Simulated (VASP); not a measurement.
Level of theory: TPSS meta-GGA, VASP's PBE PAW potentials (set 64) (plane waves; VASP 6.6.1).

Input for VASP

INCAR:
```
ALGO=Normal
EDIFF=1E-6
EDIFFG=-0.01
ENCUT=520
IBRION=2
ISIF=3
ISMEAR=1
LASPH=.True.
LCHARG=.False.
LMAXMIX=4
LMIXTAU=.True.
LREAL=.False.
LWAVE=.False.
METAGGA=TPSS
NELM=100
NSW=60
PREC=Accurate
SIGMA=0.1
SYSTEM=RuAl
```

**POSCAR**
```
RuAl
1
    2.9900000000     0.0000000000     0.0000000000
    0.0000000000     2.9900000000     0.0000000000
    0.0000000000     0.0000000000     2.9900000000
Al Ru
1 1
Direct
  0.5000000000   0.5000000000   0.5000000000
  0.0000000000   0.0000000000   0.0000000000
```

**KPOINTS**
```
Automatic
0
gamma
11 11 11
0 0 0
```

POTCAR, in this order: Al Ru_pv (PBE.64 set). Program: vasp_std.

What VASP printed:

OSZICAR:
```
       N       E                     dE             d eps       ncg     rms          rms(c)
DAV:   1     0.223363272316E+03    0.22336E+03   -0.13944E+04  1448   0.239E+03
DAV:   2     0.197903036017E+02   -0.20357E+03   -0.19510E+03  1672   0.591E+02
DAV:   3     0.120700729307E+02   -0.77202E+01   -0.74325E+01  1932   0.143E+02
DAV:   4     0.118416943622E+02   -0.22838E+00   -0.22774E+00  2128   0.261E+01
DAV:   5     0.118344794470E+02   -0.72149E-02   -0.72132E-02  2120   0.414E+00    0.897E+00
DAV:   6    -0.279504193556E+02   -0.39785E+02   -0.76141E+01  1360   0.913E+01    0.139E+01
DAV:   7    -0.270387420682E+02    0.91168E+00   -0.83909E+00  1352   0.608E+01    0.980E+00
DAV:   8    -0.271502721401E+02   -0.11153E+00   -0.60651E+00  1364   0.370E+01    0.257E+00
DAV:   9    -0.270565338111E+02    0.93738E-01   -0.33445E-01  1540   0.634E+00    0.631E-01
DAV:  10    -0.271513875489E+02   -0.94854E-01   -0.39021E-02  1436   0.257E+00    0.401E-01
DAV:  11    -0.270573024643E+02    0.94085E-01   -0.31134E-02  1380   0.182E+00    0.339E-01
DAV:  12    -0.269971153441E+02    0.60187E-01   -0.37740E-02  1348   0.301E+00    0.132E-01
DAV:  13    -0.270597227631E+02   -0.62607E-01   -0.30243E-02  1352   0.263E+00    0.127E-01
DAV:  14    -0.270589934236E+02    0.72934E-03   -0.36680E-04  1688   0.237E-01    0.649E-02
DAV:  15    -0.270594922355E+02   -0.49881E-03   -0.37269E-04  1400   0.220E-01    0.226E-02
DAV:  16    -0.270593311252E+02    0.16111E-03   -0.17863E-05  1420   0.614E-02    0.160E-02
DAV:  17    -0.270595422266E+02   -0.21110E-03   -0.32057E-05  1352   0.791E-02    0.803E-03
DAV:  18    -0.270595466888E+02   -0.44622E-05   -0.18143E-06   812   0.194E-02    0.498E-03
DAV:  19    -0.270595469377E+02   -0.24890E-06   -0.45462E-07   692   0.730E-03
   1 F= -.27059547E+02 E0= -.27059064E+02  d E =-.270595E+02
       N       E                     dE             d eps       ncg     rms          rms(c)
DAV:   1    -0.270616306055E+02   -0.20839E-02   -0.31886E-02  1376   0.256E+00    0.399E-01
DAV:   2    -0.270596881141E+02    0.19425E-02   -0.12863E-02  1400   0.137E+00    0.142E-01
DAV:   3    -0.270595287276E+02    0.15939E-03   -0.79422E-04  1416   0.351E-01    0.313E-02
DAV:   4    -0.270595007705E+02    0.27957E-04   -0.71575E-05  1388   0.911E-02    0.136E-02
DAV:   5    -0.270595122681E+02   -0.11498E-04   -0.18762E-05  1512   0.674E-02    0.467E-03
DAV:   6    -0.270595130661E+02   -0.79805E-06   -0.15225E-05  1360   0.561E-02    0.432E-03
DAV:   7    -0.270595212162E+02   -0.81501E-05   -0.28362E-06  1280   0.225E-02    0.225E-03
DAV:   8    -0.270595218759E+02   -0.65972E-06   -0.52635E-07   684   0.119E-02
   2 F= -.27059522E+02 E0= -.27059041E+02  d E =0.250618E-04
       N       E                     dE             d eps       ncg     rms          rms(c)
DAV:   1    -0.270604062116E+02   -0.88500E-03   -0.12805E-02  1376   0.162E+00    0.256E-01
DAV:   2    -0.270596086041E+02    0.79761E-03   -0.51614E-03  1400   0.869E-01    0.920E-02
DAV:   3    -0.270595551338E+02    0.53470E-04   -0.32195E-04  1408   0.223E-01    0.204E-02
DAV:   4    -0.270595528995E+02    0.22343E-05   -0.29100E-05  1384   0.580E-02    0.876E-03
DAV:   5    -0.270595586557E+02   -0.57561E-05   -0.78883E-06  1472   0.438E-02    0.302E-03
DAV:   6    -0.270595603000E+02   -0.16443E-05   -0.64171E-06  1352   0.365E-02    0.274E-03
DAV:   7    -0.270595635642E+02   -0.32642E-05   -0.10290E-06   692   0.137E-02    0.138E-03
DAV:   8    -0.270595639357E+02   -0.37153E-06   -0.23431E-07   672   0.842E-03
   3 F= -.27059564E+02 E0= -.27059082E+02  d E =-.169981E-04
```

File OUTCAR:
```
------------------------ aborting loop because EDIFF is reached ----------------------------------------
  FORCE on cell =-STRESS in cart. coord.  units (eV):
  Direction    XX          YY          ZZ          XY          YZ          ZX
  --------------------------------------------------------------------------------------
  Total        0.0012001      0.0012001      0.0012001      0.0000000      0.0000000     -0.0000000
  in kB        0.0718642      0.0718642      0.0718642      0.0000000      0.0000000     -0.0000000
  external PRESSURE =       0.0718642 kB  Pullay stress =       0.0000000 kB
  volume of cell :       26.76
      direct lattice vectors                 reciprocal lattice vectors
     2.990912456  0.000000000 -0.000000000     0.334346128 -0.000000000  0.000000000
     0.000000000  2.990912456  0.000000000     0.000000000  0.334346128  0.000000000
    -0.000000000  0.000000000  2.990912456     0.000000000 -0.000000000  0.334346128
 POSITION                                       TOTAL-FORCE (eV/Angst)
 -----------------------------------------------------------------------------------
      1.49546      1.49546      1.49546         0.000000      0.000000      0.000000
      0.00000      0.00000      0.00000        -0.000000      0.000000     -0.000000
 -----------------------------------------------------------------------------------
    total drift:                                0.000000      0.000000      0.000000
  FREE ENERGIE OF THE ION-ELECTRON SYSTEM (eV)
  ---------------------------------------------------
  free  energy   TOTEN  =       -27.0595639357 eV

  energy  without entropy=      -27.0581167107  energy(sigma->0) =      -27.05908153

 reached required accuracy - stopping structural energy minimisation
```
(Selected blocks of OUTCAR.)

CONTCAR:
```
RuAl
   1.00000000000000
     2.9909124557234392    0.0000000000000000   -0.0000000000000000
     0.0000000000000000    2.9909124557234392    0.0000000000000000
    -0.0000000000000000    0.0000000000000000    2.9909124557234392
  Al              Ru
     1     1
Direct
     0.5000000000000000    0.5000000000000000    0.5000000000000000
     0.0000000000000000    0.0000000000000000    0.0000000000000000
```

File OUTCAR:
```
 val. band max:       10.7092468895   @ k =   0.3636   0.3636   0.3636

 cond. band min:      10.7351592257   @ k =   0.4545   0.3636   0.2727


 Fermi energy:        10.7249938969

 k-point     1 :       0.0000    0.0000    0.0000
  band No.  band energies     occupation
      1     -31.4836      2.00000
      2     -31.4836      2.00000
      3     -31.4836      2.00000
      4       1.0529      2.00000
      5       7.1447      2.00000
      6       7.1447      2.00000
      7      10.8723     -0.05766
      8      10.8723     -0.05766
      9      10.8723     -0.05766
     10      16.8526      0.00000
     11      16.8526      0.00000
     12      16.8526      0.00000

 k-point     2 :       0.0909    0.0000    0.0000
  band No.  band energies     occupation
      1     -31.5003      2.00000
      2     -31.4822      2.00000
      3     -31.4822      2.00000
      4       1.2115      2.00000
      5       7.1986      2.00000
      6       7.2013      2.00000
      7      10.6776      1.71077
      8      10.6776      1.71077
      9      10.8918     -0.03994
     10      16.1115      0.00000
     11      17.1675      0.00000
     12      17.1675      0.00000

 k-point     3 :       0.1818    0.0000    0.0000
  band No.  band energies     occupation
      1     -31.5449      2.00000
      2     -31.4784      2.00000
      3     -31.4784      2.00000
      4       1.6755      2.00000
      5       7.2847      2.00000
      6       7.3590      2.00000
      7      10.2214      2.00000
      8      10.2214      2.00000
      9      10.9445     -0.00809
     10      14.7556      0.00000
     11      17.9851      0.00000
     12      17.9851      0.00000

 k-point     4 :       0.2727    0.0000    0.0000
  band No.  band energies     occupation
      1     -31.6030      2.00000
      2     -31.4734      2.00000
      3     -31.4734      2.00000
      4       2.4116      2.00000
      5       7.1744      2.00000
      6       7.5806      2.00000
...
```

The compound is RuAl in the CsCl type structure. This run relaxes it. Symmetry was kept, so distortions that lower it aren't found. The electron count is odd and the run is not spin-polarised, which forces a metal.
